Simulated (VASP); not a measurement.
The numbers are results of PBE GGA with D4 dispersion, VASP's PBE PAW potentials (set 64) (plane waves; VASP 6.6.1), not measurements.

A VASP calculation is set up with these files.

**INCAR**
```
# general
SYSTEM=KF
PREC  =Accurate
ENCUT =520
LREAL =.False.
LASPH =.True.

# electronic loop
EDIFF =1E-7
NELM  =100
ALGO  =Normal

# smearing
ISMEAR=-5

# functional
GGA   =PE
IVDW  =13

# ions
ISIF  =2

# output
LWAVE =.False.
LCHARG=.True.
LORBIT=11
NEDOS =601
```

KPOINTS:
```
Automatic mesh
0
Gamma
10 10 10
0 0 0
```

File POSCAR:
```
KF
1
    0.0000000000     2.6930784366     2.6930784366
    2.6930784366     0.0000000000     2.6930784366
    2.6930784366     2.6930784366     0.0000000000
K F
1 1
Direct
  0.0000000000   0.0000000000   0.0000000000
  0.5000000000   0.5000000000   0.5000000000
```

POTCAR, in this order: K_sv F (PBE.64 set). Program: vasp_std.

The resulting files:

### OUTCAR
```
 ion  position               nearest neighbor table
   1  0.000  0.000  0.000-   2 2.69   2 2.69   2 2.69   2 2.69   2 2.69   2 2.69
   2  0.500  0.500  0.500-   1 2.69   1 2.69   1 2.69   1 2.69   1 2.69   1 2.69
  LATTYP: Found a face centered cubic cell.
 ALAT       =     5.3861568732
 Subroutine PRICEL returns:
 Original cell was already a primitive cell.
 Subroutine GETGRP returns: Found 48 space group operations
The static configuration has the point symmetry O_h .
The dynamic configuration has the point symmetry O_h .
 Subroutine INISYM returns: Found 48 space group operations
 Subroutine IBZKPT returns following result:
 Found     47 irreducible k-points:

 Following reciprocal coordinates:
            Coordinates               Weight
  0.000000  0.000000  0.000000      1.000000
  0.100000  0.000000  0.000000      8.000000
  0.200000  0.000000  0.000000      8.000000
  0.300000  0.000000  0.000000      8.000000
  0.400000  0.000000  0.000000      8.000000
  0.500000  0.000000  0.000000      4.000000
  0.100000  0.100000  0.000000      6.000000
  0.200000  0.100000  0.000000     24.000000
  0.300000  0.100000  0.000000     24.000000
  0.400000  0.100000  0.000000     24.000000
  0.500000  0.100000  0.000000     24.000000
 -0.400000  0.100000  0.000000     24.000000
 -0.300000  0.100000  0.000000     24.000000
 -0.200000  0.100000  0.000000     24.000000
 -0.100000  0.100000  0.000000     12.000000
  0.200000  0.200000  0.000000      6.000000
  0.300000  0.200000  0.000000     24.000000
  0.400000  0.200000  0.000000     24.000000
  0.500000  0.200000  0.000000     24.000000
 -0.400000  0.200000  0.000000     24.000000
 -0.300000  0.200000  0.000000     24.000000
 -0.200000  0.200000  0.000000     12.000000
  0.300000  0.300000  0.000000      6.000000
  0.400000  0.300000  0.000000     24.000000
...
```

File OSZICAR:
```
       N       E                     dE             d eps       ncg     rms          rms(c)
DAV:   1     0.117064407701E+03    0.11706E+03   -0.85692E+03  1136   0.129E+03
DAV:   2    -0.479388618829E+01   -0.12186E+03   -0.11192E+03  1484   0.328E+02
DAV:   3    -0.944152997874E+01   -0.46476E+01   -0.46249E+01  1448   0.619E+01
DAV:   4    -0.956641300406E+01   -0.12488E+00   -0.12480E+00  1744   0.893E+00
DAV:   5    -0.956760571923E+01   -0.11927E-02   -0.11927E-02  1424   0.937E-01    0.629E+00
DAV:   6    -0.832454962966E+01    0.12431E+01   -0.44025E+00  1236   0.182E+01    0.371E+00
DAV:   7    -0.829827519056E+01    0.26274E-01   -0.12357E-01  1536   0.313E+00    0.223E+00
DAV:   8    -0.829460228105E+01    0.36729E-02   -0.55130E-02  1236   0.277E+00    0.206E-01
DAV:   9    -0.829628486835E+01   -0.16826E-02   -0.61523E-03  1536   0.650E-01    0.119E-01
DAV:  10    -0.829684309861E+01   -0.55823E-03   -0.93234E-04  1252   0.301E-01    0.594E-02
DAV:  11    -0.829696998992E+01   -0.12689E-03   -0.37897E-04  1208   0.157E-01    0.227E-02
DAV:  12    -0.829695866026E+01    0.11330E-04   -0.76075E-05  1464   0.727E-02    0.685E-03
DAV:  13    -0.829695826575E+01    0.39450E-06   -0.49937E-06  1236   0.223E-02    0.225E-03
DAV:  14    -0.829695829574E+01   -0.29989E-07   -0.42511E-07  1412   0.600E-03
   1 F= -.84355385E+01 E0= -.84355385E+01  d E =0.000000E+00
```

### OUTCAR
```
------------------------ aborting loop because EDIFF is reached ----------------------------------------
  Edisp (eV):   -0.13858
  FORCE on cell =-STRESS in cart. coord.  units (eV):
  Direction    XX          YY          ZZ          XY          YZ          ZX
  --------------------------------------------------------------------------------------
  Total       0.00549     0.00549     0.00549     0.00000     0.00000     0.00000
  in kB       0.22504     0.22504     0.22504     0.00000     0.00000     0.00000
  external pressure =        0.23 kB  Pullay stress =        0.00 kB
  volume of cell :       39.06
      direct lattice vectors                 reciprocal lattice vectors
     0.000000000  2.693078437  2.693078437    -0.185661135  0.185661135  0.185661135
     2.693078437  0.000000000  2.693078437     0.185661135 -0.185661135  0.185661135
     2.693078437  2.693078437  0.000000000     0.185661135  0.185661135 -0.185661135
  FREE ENERGIE OF THE ION-ELECTRON SYSTEM (eV)
  ---------------------------------------------------
  free  energy   TOTEN  =        -8.4355385214 eV

  energy  without entropy=       -8.4355385214  energy(sigma->0) =       -8.43553852

 total charge

# of ion       s       p       d       tot
------------------------------------------
    1        1.958   5.591   0.031   7.580
    2        1.730   4.350   0.000   6.080
--------------------------------------------------
tot          3.688   9.941   0.031  13.660
```
(Selected blocks of OUTCAR.)

The compound is KF in the rock salt structure. It was relaxed first.
